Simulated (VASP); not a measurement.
Input of a VASP 6.6.1 run:

POSCAR

```
Cd2SO
1.0
    3.6508322947      0.0000000000      0.0000000000
    0.0000000000      3.6508322947      0.0000000000
    0.0000000000      0.0000000000      5.0328769780
O Cd S
1 2 1
Direct
    0.0000000000      0.0000000000      0.0000000000
    0.0000000000      0.0000000000      0.5000000000
    0.5000000000      0.5000000000      0.0000000000
    0.5000000000      0.5000000000      0.5000000000
```

File INCAR.step1:

```
ALGO = Normal
EDIFF = 1E-4
ENCUT = 520
GGA = PE
ISMEAR = -1
LASPH = T
LCHARG = F
LREAL = F
LWAVE = T
NBANDS = 26
NELM = 100
PREC = Accurate
SIGMA = 0.02
```

The input INCAR.step2:

```
ALGO = Normal
EDIFF = 1E-6
ENCUT = 520
ISIF = 2
ISMEAR = -1
ISTART = 1
LASPH = T
LCHARG = F
LMIXTAU = T
LREAL = F
LWAVE = F
METAGGA = R2SCAN
NBANDS = 26
NELM = 100
PREC = Accurate
SIGMA = 0.02
```

File KPOINTS:

```
k-points
0
Gamma
  6 6 4
```

Potentials or basis: VASP PAW PBE potentials, release 64 (O, Cd, S).

Command:

```console
$ cat potpaw_PBE.64/O/POTCAR potpaw_PBE.64/Cd/POTCAR potpaw_PBE.64/S/POTCAR > POTCAR
$ cp INCAR.step1 INCAR
$ mpirun -np 1 vasp_std > vasp.out
$ cp INCAR.step2 INCAR
$ mpirun -np 1 vasp_std > vasp.out
```

Q: Predict the pressure.

A: 0.8 GPa.

Q: What does it give for the band gap on the k mesh?

A: 0.59 eV, indirect (least direct gap 1.52 eV).

Stress tensor (GPa, compression positive):
```
0.79 0.00 0.00
0.00 0.79 0.00
0.00 0.00 0.94
```

Caveat: the PAW data sets were made with another functional, which shifts forces and pressure a little. A k mesh can miss the band edges.
